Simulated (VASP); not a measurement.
Here is the system:

```yaml
crystal:
  lattice:
    - [0.00000, 2.36271, 2.36271]
    - [2.36271, 0.00000, 2.36271]
    - [2.36271, 2.36271, 0.00000]
  atoms:
    - { symbol: Hf, position: [0.00000, 0.00000, 0.00000] }
    - { symbol: C, position: [0.50000, 0.50000, 0.50000] }
```

All values below come from r2SCAN meta-GGA, VASP's PBE PAW potentials (set 64) (plane waves; VASP 6.6.1). Numerical set-up: 520 eV cut-off, 14×14×14 Γ-centred mesh, first-order Methfessel-Paxton smearing of 0.10 eV, potentials Hf_pv C.

Problem. Give the stress tensor in GPa (positive for a compressed cell).

Solution. 
```
-13.13    0.00    0.00
  0.00  -13.13    0.00
  0.00    0.00  -13.13
```
The pressure is its mean diagonal, -13.13 GPa.

The compound is HfC in the rock salt structure. This cell is one point of a volume scan, at 1.06 of the reference volume.
